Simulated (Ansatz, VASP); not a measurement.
## Zn3In3Ga3O10 (amorphous InGaZnO3.33) in two plane-wave programs

Wanted: the spread between two codes on one cell, functional and k mesh. The structure shown is the start of the Ansatz relaxation below; VASP solves that cell, so the two are compared at the walk's first step.

Main program and level: Ansatz 0.2.0; plane waves, with VASP 6.6.1 beside it; single point at PBE.

## Step 1: The starting structure

The cell holds 76 atoms: 12 In, 12 Ga, 12 Zn and 40 O. Its edges and angles: a = 10.080 Å, b = 10.080 Å, c = 10.080 Å, α = 90.0°, β = 90.0°, γ = 90.0°. 76 atoms (12 In, 12 Ga, 12 Zn, 40 O) packed at random and pushed apart as soft spheres at 5.9 g/cm^3; MD (Langevin at fixed volume unless said) with the MACE-MP-0b2 small potential (Batatia et al., arXiv:2401.00096), steps of 2 fs: 0.7 ps at 2600 K, 2600 to 1560 K in 0.7 ps, 1560 to 300 K in 2 ps; then atoms relaxed.

## Step 2: Ansatz: relaxation, PBE

Ansatz runs on its default PAW (the set named soft_2) files.

The two programs are compared at the cell with which this relaxation starts, whose forces are those of its first step.

input.yaml reads:

```yaml
crystal:
  lattice:
    - [10.07999, 0.0, 0.0]
    - [0.0, 10.07999, 0.0]
    - [0.0, 0.0, 10.07999]
  atoms:
    - { symbol: In, position: [0.2921, 0.56417, 0.19094] }
    - { symbol: In, position: [0.45655, 0.28497, 0.13152] }
    - { symbol: In, position: [0.72773, 0.12015, 0.74259] }
    - { symbol: In, position: [0.87402, 0.51853, 0.04171] }
    - { symbol: In, position: [0.60913, 0.10412, 0.3511] }
    - { symbol: In, position: [0.21831, 0.25637, 0.34932] }
    - { symbol: In, position: [0.50098, 0.94158, 0.61167] }
    - { symbol: In, position: [0.54507, 0.95863, 0.01484] }
    - { symbol: In, position: [0.90092, 0.25466, 0.47102] }
    - { symbol: In, position: [0.23096, 0.87331, 0.72659] }
    - { symbol: In, position: [0.79382, 0.23321, 0.09507] }
    - { symbol: In, position: [0.17134, 0.26037, 0.65953] }
    - { symbol: Ga, position: [0.4748, 0.30797, 0.54476] }
    - { symbol: Ga, position: [0.01022, 0.63781, 0.69054] }
    - { symbol: Ga, position: [0.8558, 0.89802, 0.98769] }
    - { symbol: Ga, position: [0.59267, 0.6497, 0.0712] }
    - { symbol: Ga, position: [0.38039, 0.16273, 0.85207] }
    - { symbol: Ga, position: [0.94709, 0.3783, 0.807] }
    - { symbol: Ga, position: [0.91096, 0.93052, 0.58666] }
    - { symbol: Ga, position: [0.69783, 0.75569, 0.76324] }
    - { symbol: Ga, position: [0.64483, 0.39373, 0.92199] }
    - { symbol: Ga, position: [0.72191, 0.48116, 0.61757] }
    - { symbol: Ga, position: [0.10631, 0.74236, 0.07619] }
    - { symbol: Ga, position: [0.24587, 0.02421, 0.15991] }
    - { symbol: Zn, position: [0.0521, 0.33534, 0.12834] }
    - { symbol: Zn, position: [0.03097, 0.17957, 0.9428] }
    - { symbol: Zn, position: [0.45741, 0.7984, 0.32036] }
    - { symbol: Zn, position: [0.27937, 0.9934, 0.49524] }
    - { symbol: Zn, position: [0.95635, 0.02284, 0.26302] }
    - { symbol: Zn, position: [0.25676, 0.57034, 0.52636] }
    - { symbol: Zn, position: [0.15788, 0.51812, 0.86468] }
    - { symbol: Zn, position: [0.09946, 0.7701, 0.37084] }
    - { symbol: Zn, position: [0.96131, 0.52829, 0.37205] }
    - { symbol: Zn, position: [0.63359, 0.4741, 0.31054] }
    - { symbol: Zn, position: [0.45028, 0.58877, 0.74563] }
    - { symbol: Zn, position: [0.7651, 0.80431, 0.30909] }
    - { symbol: O, position: [0.25892, 0.35631, 0.16881] }
    - { symbol: O, position: [0.69479, 0.81047, 0.94305] }
    - { symbol: O, position: [0.78401, 0.44904, 0.44384] }
    - { symbol: O, position: [0.29335, 0.3805, 0.49955] }
    - { symbol: O, position: [0.81025, 0.6288, 0.68541] }
    - { symbol: O, position: [0.0884, 0.12195, 0.1582] }
    - { symbol: O, position: [0.60484, 0.89424, 0.3931] }
    - { symbol: O, position: [0.60486, 0.15449, 0.55865] }
    - { symbol: O, position: [0.49775, 0.50348, 0.15812] }
    - { symbol: O, position: [0.0283, 0.82976, 0.68534] }
    - { symbol: O, position: [0.5251, 0.30674, 0.34747] }
    - { symbol: O, position: [0.34516, 0.07701, 0.31272] }
    - { symbol: O, position: [0.99051, 0.78615, 0.94853] }
    - { symbol: O, position: [0.83159, 0.9126, 0.16438] }
    - { symbol: O, position: [0.24433, 0.64192, 0.00407] }
    - { symbol: O, position: [0.53961, 0.47195, 0.60406] }
    - { symbol: O, position: [0.93163, 0.88054, 0.40932] }
    - { symbol: O, position: [0.74348, 0.91136, 0.6695] }
    - { symbol: O, position: [0.32494, 0.67181, 0.36858] }
    - { symbol: O, position: [0.17331, 0.86267, 0.20102] }
    - { symbol: O, position: [0.26445, 0.62222, 0.71395] }
    - { symbol: O, position: [0.02896, 0.35108, 0.33191] }
    - { symbol: O, position: [0.5338, 0.75146, 0.68674] }
    - { symbol: O, position: [0.46743, 0.31436, 0.92393] }
    - { symbol: O, position: [0.06262, 0.62492, 0.22245] }
    - { symbol: O, position: [0.74298, 0.34347, 0.74948] }
    - { symbol: O, position: [0.53851, 0.04624, 0.82286] }
    - { symbol: O, position: [0.81224, 0.15965, 0.30694] }
    - { symbol: O, position: [0.84028, 0.07221, 0.92452] }
    - { symbol: O, position: [0.06304, 0.62684, 0.50533] }
    - { symbol: O, position: [0.36165, 0.07177, 0.02803] }
    - { symbol: O, position: [0.99353, 0.37413, 0.62357] }
    - { symbol: O, position: [0.72058, 0.63376, 0.22093] }
    - { symbol: O, position: [0.60534, 0.12416, 0.13522] }
    - { symbol: O, position: [0.13148, 0.12891, 0.49173] }
    - { symbol: O, position: [0.90062, 0.11191, 0.62079] }
    - { symbol: O, position: [0.37642, 0.21822, 0.67442] }
    - { symbol: O, position: [0.19059, 0.1298, 0.82792] }
    - { symbol: O, position: [0.58528, 0.57472, 0.8949] }
    - { symbol: O, position: [0.48502, 0.79258, 0.12527] }
kpoints:
  mp_grid: { grid: [1, 1, 1] }
hamiltonian:
  xc: pbe
scf:
  occupations: { method: fermi_dirac, width: 0.025 }
output:
  forces: true
relax:
  f_tol: 0.04
  max_steps: 250
  cell: {}
```

Run with:

```bash
$ ansatz run input.yaml --threads 4 --pin off --max-ram 8192MiB --backend cpu --events-out ev --progress --plain --runs-dir out
```

Numbers of over 12 decimals in the logs are rounded to 6 here.

Output:

```text
Engine: ansatz 0.2.0, aarch64-unknown-linux-gnu
Pseudopotentials: kind: paw
Pseudopotential: In, paw, valence charge 13, recommended cutoff 420 eV (normal), In.paw.azcp
Pseudopotential: Ga, paw, valence charge 13, recommended cutoff 420 eV (normal), Ga.paw.azcp
Pseudopotential: Zn, paw, valence charge 12, recommended cutoff 420 eV (normal), Zn.paw.azcp
Pseudopotential: O, paw, valence charge 6, recommended cutoff 420 eV (normal), O.paw.azcp
Functional definition: PBE
  parameter kappa = 0.804
  parameter beta = 0.066725
  exchange = pbe_x(kappa = kappa, mu = beta*pi^2/3)
  correlation = pbe_c(beta = beta)
Crystal: 76 atoms, lattice volume = 1024.189 Å³
Basis set: ecut = 420 eV, 20005 PW (Γ), exchange–correlation on 144×144×144 points (8 copies of the dense FFT grid, shifted against one another)
Bands: 424, of which v1, the nominal top of the filled ones, is band 348 counted from 1 (347 counted from 0)
Symmetry: 1 space group operations
Space group: P1 (ITA 1), of the structure as read, at distance tolerance 1.0e-4 Å
k-points: 1
Non-local potential: In, projectors of the file, l = 0: 2, l = 1: 2, l = 2: 2, l = 3: 2
Non-local potential: Ga, projectors of the file, l = 0: 2, l = 1: 2, l = 2: 3, l = 3: 1
Non-local potential: Zn, projectors of the file, l = 0: 2, l = 1: 2, l = 2: 3, l = 3: 1
Non-local potential: O, projectors of the file, l = 0: 2, l = 1: 2, l = 2: 1
PAW form: soft (Blöchl's): semilocal exchange-correlation on the pseudo side does not see the compensation charge
PAW one-centre angular grid: In, 590 points (default); XC on 64 Gauss nodes
PAW one-centre angular grid: Ga, 590 points (default); XC on 64 Gauss nodes
PAW one-centre angular grid: Zn, 590 points (default); XC on 64 Gauss nodes
PAW one-centre angular grid: O, 110 points (default); XC on 64 Gauss nodes
Initial density: superposition of atomic densities (neutral atoms: chi_scale 0, normalization atom), corrected by the library's trained network
Initial wavefunctions: pseudopotential atomic-orbital guess
Functional: x = pbe(κ = 0.804, μ = 0.219515), c = pbe(β = 0.066725)
SCF iter   1: F=—  HF=-175095.483536 eV  |F-HF|=—  |Δ(HF+E_count)|=         —  Δρ=5.59e-3  dr2=8.05e-1  ethr=1.77e-3  ⟨swp⟩=6.0  Hψ=1554  notcnv=0
preconditioner: auto → Resta (q_TF=auto, 2.558 Å⁻¹)  ε∞=5.3  [insulator: Δε(μ)=0.409 eV  Ē_g=14.734 eV  σ=0.025 eV  W_gap=1.00  n_scr=256 (ndim 8)  ℏωp=30.6 eV  f_vac=0.055  D(μ)=0.05/eV (n_scr^D=0)  ε∞_Penn≈5.3]
SCF iter   2: F=—  HF=-175095.352064 eV  |F-HF|=—  |Δ(HF+E_count)|=   1.31e-1  Δρ=2.96e-3  dr2=1.41e-1  ethr=1.16e-4  ⟨swp⟩=2.0  Hψ=706  notcnv=0  defer=68
SCF iter   3: F=—  HF=-175095.330282 eV  |F-HF|=—  |Δ(HF+E_count)|=   2.18e-2  Δρ=1.85e-3  dr2=4.10e-2  ethr=2.03e-5  ⟨swp⟩=2.0  Hψ=677  notcnv=0  defer=68
SCF iter   4: F=—  HF=-175095.323456 eV  |F-HF|=—  |Δ(HF+E_count)|=   6.83e-3  Δρ=6.10e-4  dr2=6.33e-3  ethr=5.89e-6  ⟨swp⟩=2.0  Hψ=678  notcnv=0  defer=68
SCF iter   5: F=—  HF=-175095.323489 eV  |F-HF|=—  |Δ(HF+E_count)|=   3.28e-5  Δρ=4.55e-4  dr2=3.22e-3  ethr=9.09e-7  ⟨swp⟩=2.0  Hψ=673  notcnv=0  defer=68
SCF iter   6: F=—  HF=-175095.323178 eV  |F-HF|=—  |Δ(HF+E_count)|=   3.11e-4  Δρ=1.39e-4  dr2=2.81e-4  ethr=4.62e-7  ⟨swp⟩=2.0  Hψ=672  notcnv=0  defer=68
SCF iter   7: F=—  HF=-175095.323259 eV  |F-HF|=—  |Δ(HF+E_count)|=   8.07e-5  Δρ=9.02e-5  dr2=1.01e-4  ethr=4.04e-8  ⟨swp⟩=2.0  Hψ=673  notcnv=0  defer=68
SCF iter   8: F=—  HF=-175095.323275 eV  |F-HF|=—  |Δ(HF+E_count)|=   1.68e-5  Δρ=3.76e-5  dr2=1.95e-5  ethr=1.46e-8  ⟨swp⟩=2.0  Hψ=701  notcnv=0  defer=68
SCF iter   9: F=—  HF=-175095.324557 eV  |F-HF|=—  |Δ(HF+E_count)|=   1.28e-3  Δρ=1.68e-5  dr2=4.53e-6  ethr=2.81e-9  ⟨swp⟩=2.0  Hψ=748  notcnv=0  defer=68
SCF iter  10: F=—  HF=-175095.324559 eV  |F-HF|=—  |Δ(HF+E_count)|=   2.22e-6  Δρ=9.91e-6  dr2=1.15e-6  ethr=6.51e-10  ⟨swp⟩=2.0  Hψ=675  notcnv=0  defer=68
SCF iter  11: F=—  HF=-175095.324559 eV  |F-HF|=—  |Δ(HF+E_count)|=   3.70e-7  Δρ=6.25e-6  dr2=4.20e-7  ethr=1.65e-10  ⟨swp⟩=2.0  Hψ=704  notcnv=0  defer=68
SCF iter  12: F=-175095.324559 eV  HF=-175095.324559 eV  |F-HF|=3.59e-8  |Δ(HF+E_count)|=   1.07e-7  Δρ=1.97e-6  dr2=5.51e-8  ethr=1.44e-11  ⟨swp⟩=2.0  Hψ=1475  notcnv=0
SCF 1 converged in 12 iterations: F = -175095.324559 eV  dr2 = 5.51e-8
  greatest PAW one-centre occupation: 0.998 electrons in one spin orbital (limit 2), on the Ga atom at site 16 (counted from 0), in its partial waves of l = 2
relax step   1: F+E_penalty+E_count = -175095.32455938 eV  Δ(F+E_penalty+E_count) = +0.000e0 eV  max|allowed force component| = 1.677e0 eV/Å  Δτ_max = 0.0000 Å  P = +3.545 GPa  Ω = 1024.189 Å³  (12 SCF iters, dr2 threshold 1.00e-7 eV, accepted)
Crystal: 76 atoms, lattice volume = 1051.062 Å³
Basis set: ecut = 420 eV, 20461 PW (Γ), exchange–correlation on 144×144×144 points (8 copies of the dense FFT grid, shifted against one another)
[...]
atom  42  O     -0.00243178     0.00262927    -0.00162188
  atom  43  O      0.00012882     0.00063570    -0.00181458
  atom  44  O     -0.00251091     0.00309904    -0.00889725
  atom  45  O     -0.00066961    -0.00227524     0.00138478
  atom  46  O     -0.00082807    -0.00227269    -0.00218731
  atom  47  O      0.00298523    -0.00597700    -0.00024642
  atom  48  O     -0.00138604     0.00216674     0.00177641
  atom  49  O     -0.00794925    -0.00209145     0.00154061
  atom  50  O     -0.00611889     0.00751533    -0.00544211
  atom  51  O      0.00046282    -0.00125624    -0.00406209
  atom  52  O     -0.00143205     0.00079400    -0.00098542
  atom  53  O      0.00225416    -0.00089823    -0.00256206
  atom  54  O      0.00261130    -0.00447089    -0.00084231
  atom  55  O     -0.00538874    -0.00731795     0.00408980
  atom  56  O     -0.00076227    -0.00580744     0.00191269
  atom  57  O     -0.00059351     0.00153005    -0.00543497
  atom  58  O      0.00147951     0.00161683    -0.00416205
  atom  59  O     -0.00144379     0.00066473     0.00810942
  atom  60  O     -0.00765523    -0.00099367    -0.00162327
  atom  61  O     -0.00625919    -0.00081729    -0.00400709
  atom  62  O      0.00327765     0.00522953    -0.00516466
  atom  63  O      0.00239969     0.00009578    -0.00018431
  atom  64  O     -0.00565067     0.00082430    -0.00145093
  atom  65  O     -0.00515606     0.00559443     0.00203475
[...]
atom  69  O      0.00081100    -0.00242607     0.00410468
  atom  70  O      0.00687211     0.00147880     0.00299831
  atom  71  O      0.00861438    -0.00541773     0.00524930
  atom  72  O     -0.00291800    -0.00058420    -0.00361208
  atom  73  O     -0.00166755    -0.00526877    -0.00187109
  atom  74  O      0.00752900    -0.00198420    -0.00781531
  atom  75  O     -0.00080568    -0.00086423     0.00056318
  atom  76  O     -0.00002536     0.00053311    -0.00190449
  max |Σ_I F_I| component: 4.08e-6 eV/Å
--- Stress (GPa, compression-positive) ---
       -0.000560      -0.002509      -0.011819
       -0.002509      -0.004401      -0.000729
       -0.011819      -0.000729       0.000557
  P = ⅓ Tr σ = -0.0015 GPa (-0.015 kbar)
--- Relaxed structure (29 steps of the walk, 25 accepted, 3 SCFs on fresh bases) ---
  F+E_penalty+E_count = -175099.21883979 eV   max|allowed force component| = 1.945e-2 eV/Å   (the final SCF, on the basis selected at the relaxed cell)
  cell:  # Å, volume = 1084.7454 Å³
    - [10.148470, -0.203990, 0.117491]
    - [-0.203990, 10.406144, 0.123170]
    - [0.117491, 0.123170, 10.278507]
  atoms:
    - { symbol: In, position: [0.275865, 0.553784, 0.193378] }
    - { symbol: In, position: [0.444259, 0.287611, 0.147200] }
    - { symbol: In, position: [0.721852, 0.113487, 0.727480] }
    - { symbol: In, position: [0.889152, 0.516084, 0.060490] }
    - { symbol: In, position: [0.611534, 0.102132, 0.345877] }
    - { symbol: In, position: [0.216806, 0.246650, 0.363351] }
    - { symbol: In, position: [0.505547, 0.888602, 0.577770] }
    - { symbol: In, position: [0.549934, 0.957316, 0.014048] }
    - { symbol: In, position: [0.878603, 0.256811, 0.478205] }
    - { symbol: In, position: [0.169134, 0.916877, 0.789292] }
    - { symbol: In, position: [0.785996, 0.223859, 0.087681] }
    - { symbol: In, position: [0.196456, 0.294968, 0.663685] }
    - { symbol: Ga, position: [0.492235, 0.308722, 0.535116] }
    - { symbol: Ga, position: [-0.000429392, 0.664608, 0.685293] }
    - { symbol: Ga, position: [0.860243, 0.911551, 0.976406] }
    - { symbol: Ga, position: [0.581610, 0.634120, 0.071758] }
    - { symbol: Ga, position: [0.392341, 0.160530, 0.857119] }
    - { symbol: Ga, position: [0.940196, 0.375967, 0.811218] }
    - { symbol: Ga, position: [0.889617, 0.930022, 0.562231] }
    - { symbol: Ga, position: [0.690337, 0.751453, 0.757401] }
    - { symbol: Ga, position: [0.647198, 0.386788, 0.922215] }
    - { symbol: Ga, position: [0.730669, 0.478838, 0.619929] }
    - { symbol: Ga, position: [0.109602, 0.754817, 0.091156] }
    - { symbol: Ga, position: [0.242674, 0.030759, 0.147547] }
    - { symbol: Zn, position: [0.037898, 0.313546, 0.156951] }
    - { symbol: Zn, position: [0.036201, 0.174916, 0.945368] }
    - { symbol: Zn, position: [0.438378, 0.792657, 0.294852] }
    - { symbol: Zn, position: [0.314566, 1.037481, 0.585837] }
    - { symbol: Zn, position: [0.938890, 0.018044, 0.254539] }
    - { symbol: Zn, position: [0.264166, 0.559836, 0.526469] }
    - { symbol: Zn, position: [0.152733, 0.586621, 0.841211] }
    - { symbol: Zn, position: [0.099132, 0.770643, 0.371100] }
    - { symbol: Zn, position: [0.981366, 0.520340, 0.389800] }
    - { symbol: Zn, position: [0.641172, 0.476324, 0.313577] }
    - { symbol: Zn, position: [0.456217, 0.551519, 0.756207] }
    - { symbol: Zn, position: [0.750626, 0.798915, 0.283425] }
    - { symbol: O, position: [0.237515, 0.354624, 0.174330] }
    - { symbol: O, position: [0.709912, 0.817841, 0.922639] }
    - { symbol: O, position: [0.796445, 0.454568, 0.448830] }
    - { symbol: O, position: [0.313943, 0.377794, 0.487244] }
    - { symbol: O, position: [0.806351, 0.631371, 0.683095] }
    - { symbol: O, position: [0.077929, 0.111885, 0.141528] }
    - { symbol: O, position: [0.590895, 0.887767, 0.369802] }
    - { symbol: O, position: [0.642808, 0.190507, 0.542260] }
    - { symbol: O, position: [0.479325, 0.502496, 0.166035] }
    - { symbol: O, position: [-0.00972369, 0.845544, 0.680607] }
    - { symbol: O, position: [0.543762, 0.309060, 0.340666] }
    - { symbol: O, position: [0.347698, 0.122849, 0.265288] }
    - { symbol: O, position: [1.032820, 0.855009, 0.963901] }
    - { symbol: O, position: [0.809304, 0.924457, 0.148344] }
    - { symbol: O, position: [0.219939, 0.640351, 0.00829828] }
    - { symbol: O, position: [0.551071, 0.466271, 0.604483] }
    - { symbol: O, position: [0.925395, 0.873785, 0.392601] }
    - { symbol: O, position: [0.715223, 0.903483, 0.642495] }
    - { symbol: O, position: [0.313847, 0.665968, 0.367334] }
    - { symbol: O, position: [0.192276, 0.865482, 0.213282] }
    - { symbol: O, position: [0.275281, 0.502611, 0.719458] }
    - { symbol: O, position: [0.031740, 0.340849, 0.351728] }
    - { symbol: O, position: [0.519786, 0.725136, 0.699512] }
    - { symbol: O, position: [0.470799, 0.307727, 0.938050] }
[...]
- { symbol: O, position: [0.716193, 0.624922, 0.206450] }
    - { symbol: O, position: [0.596138, 0.123074, 0.134755] }
    - { symbol: O, position: [0.167601, 0.129762, 0.526342] }
    - { symbol: O, position: [0.895640, 0.101498, 0.608364] }
    - { symbol: O, position: [0.394091, 0.207482, 0.669981] }
    - { symbol: O, position: [0.196770, 0.182096, 0.841769] }
    - { symbol: O, position: [0.594396, 0.561793, 0.902062] }
    - { symbol: O, position: [0.491473, 0.782699, 0.110119] }
```

The column dr2 measures how far the density is from self-consistency, as an energy; F and HF (Harris–Foulkes) agree once it is small.

(Continued in part 2 of 2.)

[Lines on the potential files, build, host, timing and source positions are cut from VASP's logs without a mark.]

[Logs are printed without paths, hosts, clocks, repeated set-up lines and the standing remarks that a program may print on its own settings, such as how far it seeks lower states.]

[Hosts, paths, dates, database ids (printed as entryN), source tags and the programs' standing remarks are cut or masked in the printed files.]
